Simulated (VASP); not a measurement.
These are PBEsol GGA, VASP's PBE PAW potentials (set 64) (plane waves; VASP) values and carry that method's errors.

Input for VASP

INCAR:
```
ALGO=Normal
EDIFF=1E-7
ENCUT=400
GGA=PS
ISIF=2
ISMEAR=-5
LASPH=.True.
LCHARG=.True.
LMAXMIX=4
LORBIT=11
LREAL=.False.
LWAVE=.False.
NEDOS=601
NELM=100
PREC=Accurate
SYSTEM=Ti
```

### POSCAR
```
Ti
4.5850020
  0.3151299057  -0.5458210198   0.0000000000
  0.3151299057   0.5458210198   0.0000000000
  0.0000000000   0.0000000000   0.9999999893
Ti
2
Direct
  0.3333330000   0.6666670000   0.2500000000
  0.6666670000   0.3333330000   0.7500000000
```

**KPOINTS**
```
Automatic mesh
0
Gamma
16 16 9
0 0 0
```

POTCAR, in this order: Ti_sv (PBE.64 set). Program: vasp_std.

What VASP printed:

**OSZICAR**
```
       N       E                     dE             d eps       ncg     rms          rms(c)
DAV:   1     0.225270718438E+03    0.22527E+03   -0.11898E+04  4800   0.161E+03
DAV:   2     0.814786286765E+01   -0.21712E+03   -0.21596E+03  5024   0.454E+02
DAV:   3    -0.178702630415E+02   -0.26018E+02   -0.25894E+02  9384   0.129E+02
DAV:   4    -0.188358788246E+02   -0.96562E+00   -0.96548E+00  4944   0.258E+01
DAV:   5    -0.188839710963E+02   -0.48092E-01   -0.48090E-01  7840   0.405E+00    0.130E+01
DAV:   6    -0.166789858780E+02    0.22050E+01   -0.78918E+00  5672   0.333E+01    0.329E+00
DAV:   7    -0.166489188824E+02    0.30067E-01   -0.90646E-01  7256   0.809E+00    0.208E+00
DAV:   8    -0.166742838991E+02   -0.25365E-01   -0.22546E-01  5528   0.649E+00    0.755E-01
DAV:   9    -0.166647111954E+02    0.95727E-02   -0.55708E-02  5800   0.275E+00    0.575E-02
DAV:  10    -0.166649096298E+02   -0.19843E-03   -0.22062E-03  7608   0.365E-01    0.917E-02
DAV:  11    -0.166649569888E+02   -0.47359E-04   -0.19838E-04  5424   0.122E-01    0.263E-02
DAV:  12    -0.166649449499E+02    0.12039E-04   -0.34298E-05  6416   0.462E-02    0.825E-03
DAV:  13    -0.166649455639E+02   -0.61396E-06   -0.12448E-06  5648   0.120E-02    0.106E-03
DAV:  14    -0.166649462081E+02   -0.64424E-06   -0.20532E-07  4464   0.391E-03    0.634E-04
DAV:  15    -0.166649464255E+02   -0.21736E-06   -0.47284E-08  3088   0.217E-03    0.181E-04
DAV:  16    -0.166649464703E+02   -0.44817E-07   -0.14465E-08  2904   0.115E-03
   1 F= -.16664946E+02 E0= -.16664946E+02  d E =0.000000E+00
```

### OUTCAR
```
------------------------ aborting loop because EDIFF is reached ----------------------------------------
  FORCE on cell =-STRESS in cart. coord.  units (eV):
  Direction    XX          YY          ZZ          XY          YZ          ZX
  --------------------------------------------------------------------------------------
  Total        0.0030065      0.0030065     -0.0349427      0.0000000      0.0000000     -0.0000000
  in kB        0.1452722      0.1452722     -1.6884109      0.0000000      0.0000000     -0.0000000
  external PRESSURE =      -0.4659555 kB  Pullay stress =       0.0000000 kB
  volume of cell :       33.16
      direct lattice vectors                 reciprocal lattice vectors
     1.444871248 -2.502590467  0.000000000     0.346051595 -0.199792977  0.000000000
     1.444871248  2.502590467  0.000000000     0.346051595  0.199792977  0.000000000
     0.000000000  0.000000000  4.585001951     0.000000000  0.000000000  0.218102415
 POSITION                                       TOTAL-FORCE (eV/Angst)
 -----------------------------------------------------------------------------------
      1.44487      0.83420      1.14625        -0.000000      0.000000      0.000000
      1.44487     -0.83420      3.43875         0.000000     -0.000000      0.000000
 -----------------------------------------------------------------------------------
    total drift:                               -0.000000      0.001048     -0.000021
  FREE ENERGIE OF THE ION-ELECTRON SYSTEM (eV)
  ---------------------------------------------------
  free  energy   TOTEN  =       -16.6649464703 eV

  energy  without entropy=      -16.6649464703  energy(sigma->0) =      -16.66494647

 total charge

# of ion       s       p       d       tot
------------------------------------------
    1        2.258   6.131   1.919  10.308
    2        2.258   6.131   1.919  10.308
--------------------------------------------------
tot          4.517  12.262   3.838  20.616
```
(Selected blocks of OUTCAR.)

OUTCAR:
```
 val. band max:        8.7400352363   @ k =   0.0000   0.0000   0.3333

 cond. band min:       8.7045261216   @ k =   0.2500   0.2500   0.4444


 Fermi energy:         8.7354088321

 k-point     1 :       0.0000    0.0000    0.0000
  band No.  band energies     occupation
      1     -47.8319      2.00000
      2     -47.6632      2.00000
      3     -24.5911      2.00000
      4     -23.8349      2.00000
      5     -23.8349      2.00000
      6     -23.7592      2.00000
      7     -23.7185      2.00000
      8     -23.7185      2.00000
      9       2.4208      2.00000
     10       5.9077      2.00000
     11       9.5129      0.00000
     12       9.5130      0.00000
     13       9.6079      0.00000
     14       9.6245      0.00000
     15      10.0457      0.00000
     16      10.0457      0.00000

 k-point     2 :       0.0625    0.0000    0.0000
  band No.  band energies     occupation
      1     -47.8272      2.00000
      2     -47.6611      2.00000
      3     -24.5809      2.00000
      4     -23.8560      2.00000
      5     -23.8420      2.00000
      6     -23.7634      2.00000
      7     -23.7405      2.00000
      8     -23.7212      2.00000
      9       2.5354      2.00000
     10       6.0000      2.00000
     11       9.2741     -0.01724
     12       9.3679      0.00000
     13       9.5960      0.00000
     14       9.8143      0.00000
     15       9.9863      0.00000
     16      10.1196      0.00000

 k-point     3 :       0.1250    0.0000    0.0000
  band No.  band energies     occupation
      1     -47.8133      2.00000
      2     -47.6555      2.00000
      3     -24.5513      2.00000
      4     -23.9163      2.00000
      5     -23.8616      2.00000
      6     -23.8024      2.00000
      7     -23.7761      2.00000
      8     -23.7293      2.00000
      9       2.8727      2.00000
     10       6.2556      2.00000
     11       8.8418      0.76423
     12       8.9239     -0.01339
     13       9.7969      0.00000
...
```

For a metal the tetrahedron method with Blöchl corrections gives inexact stress and forces.

The compound is Ti in the hcp structure. It was relaxed first, which changed the volume by -6 %.
